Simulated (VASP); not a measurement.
An input for Quantum ESPRESSO's pw.x (written as the equivalent of a VASP run, and not itself run):

```
&CONTROL
  calculation = 'vc-relax'
  pseudo_dir = './pseudo'
  outdir = './out'
  tprnfor = .true.
  tstress = .true.
  nstep = 60
  forc_conv_thr = 0.00078
/
&SYSTEM
  ibrav = 0
  nat = 3
  ntyp = 2
  ecutwfc = 88
  occupations = 'smearing'
  smearing = 'gaussian'
  degauss = 0.003675
  input_dft = 'vdw-df2'
/
&ELECTRONS
  conv_thr = 7.3e-08
  electron_maxstep = 100
/
&IONS
/
&CELL
/
ATOMIC_SPECIES
  Be 9.012 Be.upf
  C 12.011 C.upf
CELL_PARAMETERS angstrom
     0.0000000    2.1548232    2.1548232
     2.1548232    0.0000000    2.1548232
     2.1548232    2.1548232   -0.0000000
ATOMIC_POSITIONS crystal
  Be   0.2500000  0.2500000  0.2500000
  Be   0.7500000  0.7500000  0.7500000
  C    1.0000000  1.0000000  1.0000000
K_POINTS automatic
  8 8 8 0 0 0
```

Question: Write the VASP files for the same calculation (vdW-DF2).

Answer: One answer among several that fit: 
INCAR:
```
AGGAC  =  0.0
ALGO  =  Normal
EDIFF  =  1E-6
EDIFFG  =  -0.02
ENCUT  =  520
GGA  =  ML
IBRION  =  2
ISIF  =  3
ISMEAR  =  0
LASPH  =  .TRUE.
LCHARG  =  .FALSE.
LREAL  =  .FALSE.
LUSE_VDW  =  .TRUE.
LWAVE  =  .FALSE.
NELM  =  100
NSW  =  60
PREC  =  Accurate
SIGMA  =  0.05
SYSTEM  =  Be2C
ZAB_VDW  =  -1.8867
```

File KPOINTS:
```
K-points
0
gamma
  8 8 8
0 0 0
```

File POSCAR:
```
Be2C
1
    0.0000000000     2.1548231991     2.1548231991
    2.1548231991     0.0000000000     2.1548231991
    2.1548231991     2.1548231991    -0.0000000000
Be C
2 1
Direct
  0.2500000000   0.2500000000   0.2500000000
  0.7500000000   0.7500000000   0.7500000000
  1.0000000000   1.0000000000   1.0000000000
```

POTCAR, in this order: Be C (PBE.64 set). Program: vasp_std.

The two are equivalent in intent, not identical: the potentials are each code's own (VASP's PAW set, PseudoDojo norm-conserving files in pw.x), so ENCUT and ecutwfc are chosen apart and not converted; conv_thr bounds pw.x's estimated SCF error, while EDIFF bounds the energy change between steps; forc_conv_thr acts on force components and is met together with etot_conv_thr.

The compound is Be2C in the antifluorite structure. This run relaxes it. Symmetry was kept, so distortions that lower it aren't found.
